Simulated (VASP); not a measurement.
Output of a VASP run:

**OSZICAR**
```
       N       E                     dE             d eps       ncg     rms          rms(c)
DAV:   1     0.428261988515E+02    0.42826E+02   -0.53221E+03  1880   0.104E+03
DAV:   2    -0.209186141045E+01   -0.44918E+02   -0.43733E+02  2030   0.196E+02
DAV:   3    -0.245758922676E+01   -0.36573E+00   -0.36403E+00  2184   0.210E+01
DAV:   4    -0.245942096416E+01   -0.18317E-02   -0.18315E-02  2191   0.136E+00
DAV:   5    -0.245944311401E+01   -0.22150E-04   -0.22150E-04  2186   0.130E-01    0.682E+00
DAV:   6    -0.222361468435E+01    0.23583E+00   -0.11532E+00  1914   0.100E+01    0.336E+00
DAV:   7    -0.221515548151E+01    0.84592E-02   -0.27191E-03  2042   0.710E-01    0.185E+00
DAV:   8    -0.221149428095E+01    0.36612E-02   -0.10455E-03  1980   0.278E-01    0.216E-02
DAV:   9    -0.221150274503E+01   -0.84641E-05   -0.97414E-06  2779   0.302E-02    0.987E-03
DAV:  10    -0.221150542351E+01   -0.26785E-05   -0.16434E-06  2020   0.159E-02    0.152E-03
DAV:  11    -0.221150534508E+01    0.78428E-07   -0.21603E-08  1038   0.122E-03
   1 F= -.22115053E+01 E0= -.22109512E+01  d E =-.221151E+01
       N       E                     dE             d eps       ncg     rms          rms(c)
DAV:   1    -0.221184347413E+01   -0.33805E-03   -0.64511E-03  1907   0.904E-01    0.125E-01
DAV:   2    -0.221149983495E+01    0.34364E-03   -0.18487E-03  1897   0.393E-01    0.305E-02
DAV:   3    -0.221150068660E+01   -0.85164E-06   -0.36208E-06  2069   0.204E-02
   2 F= -.22115007E+01 E0= -.22109469E+01  d E =0.465849E-05
       N       E                     dE             d eps       ncg     rms          rms(c)
DAV:   1    -0.221163763822E+01   -0.13780E-03   -0.23541E-03  1902   0.541E-01    0.760E-02
DAV:   2    -0.221151131081E+01    0.12633E-03   -0.68590E-04  1896   0.240E-01    0.191E-02
DAV:   3    -0.221151026086E+01    0.10499E-05   -0.13309E-06  1867   0.122E-02    0.114E-02
DAV:   4    -0.221150925073E+01    0.10101E-05   -0.12676E-06  2024   0.937E-03    0.654E-04
DAV:   5    -0.221150928875E+01   -0.38014E-07   -0.10027E-08   946   0.968E-04
   3 F= -.22115093E+01 E0= -.22109554E+01  d E =-.394366E-05
```

OUTCAR:
```
------------------------ aborting loop because EDIFF is reached ----------------------------------------
  FORCE on cell =-STRESS in cart. coord.  units (eV):
  Direction    XX          YY          ZZ          XY          YZ          ZX
  --------------------------------------------------------------------------------------
  Total       -0.0005373     -0.0005373     -0.0005373      0.0000000      0.0000000     -0.0000000
  in kB       -0.0563993     -0.0563993     -0.0563993      0.0000000      0.0000000     -0.0000000
  external PRESSURE =      -0.0563993 kB  Pullay stress =       0.0000000 kB
  volume of cell :       15.26
      direct lattice vectors                 reciprocal lattice vectors
    -0.000000000  1.968835605  1.968835605    -0.253957211  0.253957211  0.253957211
     1.968835605  0.000000000  1.968835605     0.253957211 -0.253957211  0.253957211
     1.968835605  1.968835605  0.000000000     0.253957211  0.253957211 -0.253957211
 POSITION                                       TOTAL-FORCE (eV/Angst)
 -----------------------------------------------------------------------------------
      0.00000      0.00000      0.00000         0.000000     -0.000000     -0.000000
 -----------------------------------------------------------------------------------
    total drift:                               -0.000000      0.000000      0.000000
  FREE ENERGIE OF THE ION-ELECTRON SYSTEM (eV)
  ---------------------------------------------------
  free  energy   TOTEN  =        -2.2115092887 eV

  energy  without entropy=       -2.2098477008  energy(sigma->0) =       -2.21095543

 reached required accuracy - stopping structural energy minimisation
```
(Selected blocks of OUTCAR.)

**POSCAR**
```
Pd
1
    0.0000000000     1.9692426892     1.9692426892
    1.9692426892     0.0000000000     1.9692426892
    1.9692426892     1.9692426892     0.0000000000
Pd
1
Direct
  0.0000000000   0.0000000000   0.0000000000
```

Task: Reconstruct the remaining input files.

Result: This is not unique; one that fits is the input of the run itself, optB88-vdW, plane waves, VASP's PBE PAW potentials (set 64).

### INCAR
```
# general
SYSTEM  =Pd
PREC    =Accurate
ENCUT   =520
LREAL   =.False.
LASPH   =.True.

# electronic loop
EDIFF   =1E-6
NELM    =100
ALGO    =Normal
LMAXMIX =4

# smearing
ISMEAR  =1
SIGMA   =0.1

# functional
GGA     =BO
LUSE_VDW=.True.
AGGAC   =0.0
PARAM1  =0.1833333333
PARAM2  =0.22

# ions
IBRION  =2
NSW     =60
ISIF    =3
EDIFFG  =-0.01

# output
LWAVE   =.False.
LCHARG  =.False.
```

### KPOINTS
```
Automatic mesh
0
Gamma
14 14 14
0 0 0
```

POTCAR, in this order: Pd (PBE.64 set). Program: vasp_std.

The compound is Pd in the fcc structure. This run relaxes it. Symmetry was kept, so distortions that lower it aren't found. The start is the result of an earlier pass.
